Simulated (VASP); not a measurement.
Output of a VASP run:

**OSZICAR**
```
       N       E                     dE             d eps       ncg     rms          rms(c)
DAV:   1    -0.103047337629E+02   -0.10305E+02   -0.19225E-01   256   0.286E+00    0.365E-01
DAV:   2    -0.103055157021E+02   -0.78194E-03   -0.27961E-03   328   0.427E-01    0.218E-01
DAV:   3    -0.103053337189E+02    0.18198E-03   -0.37936E-04   288   0.123E-01    0.866E-02
DAV:   4    -0.103052921333E+02    0.41586E-04   -0.65381E-05   296   0.556E-02    0.359E-02
DAV:   5    -0.103052754665E+02    0.16667E-04   -0.70814E-06   312   0.216E-02    0.244E-02
DAV:   6    -0.103052685803E+02    0.68862E-05   -0.21717E-06   264   0.111E-02    0.173E-02
DAV:   7    -0.103052659323E+02    0.26480E-05   -0.91283E-07   152   0.699E-03    0.119E-02
DAV:   8    -0.103052648956E+02    0.10368E-05   -0.35371E-07   136   0.468E-03    0.842E-03
DAV:   9    -0.103052645072E+02    0.38834E-06   -0.12171E-07   136   0.298E-03
   1 F= -.10305265E+02 E0= -.10305265E+02  d E =-.232670E-12
```

### OUTCAR
```
------------------------ aborting loop because EDIFF is reached ----------------------------------------
  FORCE on cell =-STRESS in cart. coord.  units (eV):
  Direction    XX          YY          ZZ          XY          YZ          ZX
  --------------------------------------------------------------------------------------
  Total        0.4635379      0.4635379      0.4635379     -0.0000000     -0.0000000     -0.0000000
  in kB       22.1832734     22.1832734     22.1832734     -0.0000000     -0.0000000     -0.0000000
  external PRESSURE =      22.1832734 kB  Pullay stress =       0.0000000 kB
  volume of cell :       33.48
      direct lattice vectors                 reciprocal lattice vectors
     0.000000000  2.558075707  2.558075707    -0.195459422  0.195459422  0.195459422
     2.558075707  0.000000000  2.558075707     0.195459422 -0.195459422  0.195459422
     2.558075707  2.558075707  0.000000000     0.195459422  0.195459422 -0.195459422
 POSITION                                       TOTAL-FORCE (eV/Angst)
 -----------------------------------------------------------------------------------
      0.00000      0.00000      0.00000         0.000000     -0.000000     -0.000000
      2.55808      2.55808      2.55808         0.000000      0.000000      0.000000
 -----------------------------------------------------------------------------------
    total drift:                               -0.000025     -0.000039     -0.000039
  FREE ENERGIE OF THE ION-ELECTRON SYSTEM (eV)
  ---------------------------------------------------
  free  energy   TOTEN  =       -10.3052645072 eV

  energy  without entropy=      -10.3052645072  energy(sigma->0) =      -10.30526451

  exchange ACFDT corr.  =         0.00000000  see jH, gK, PRB 81, 115126
```
(Selected blocks of OUTCAR.)

File POSCAR:
```
MgS
1
    0.0000000000     2.5580757067     2.5580757067
    2.5580757067     0.0000000000     2.5580757067
    2.5580757067     2.5580757067     0.0000000000
Mg S
1 1
Direct
  0.0000000000   0.0000000000   0.0000000000
  0.5000000000   0.5000000000   0.5000000000
```

### Question
Write an INCAR and KPOINTS that could have produced this output.

### Answer
This is not unique; one that fits is the input of the run itself, HSEsol screened hybrid, plane waves, VASP's PBE PAW potentials (set 64).

INCAR:
```
! general
SYSTEM  =MgS
PREC    =Accurate
ENCUT   =520
LREAL   =.FALSE.
LASPH   =.TRUE.
ISYM    =3

! electronic loop
EDIFF   =1E-6
NELM    =60
ALGO    =Normal

! smearing
ISMEAR  =0
SIGMA   =0.05

! functional
GGA     =PS
LHFCALC =.TRUE.
AEXX    =0.25
HFSCREEN=0.2
PRECFOCK=Fast

! ions
ISIF    =2

! output
LWAVE   =.FALSE.
LCHARG  =.FALSE.
```

**KPOINTS**
```
Automatic mesh
0
Gamma
6 6 6
0 0 0
```

POTCAR, in this order: Mg S (PBE.64 set). Program: vasp_std. Read from the step before: WAVECAR.

The compound is MgS in the rock salt structure. This cell is one point of a volume scan, at 0.94 of the reference volume. The cell's shape comes from a PBE relaxation.
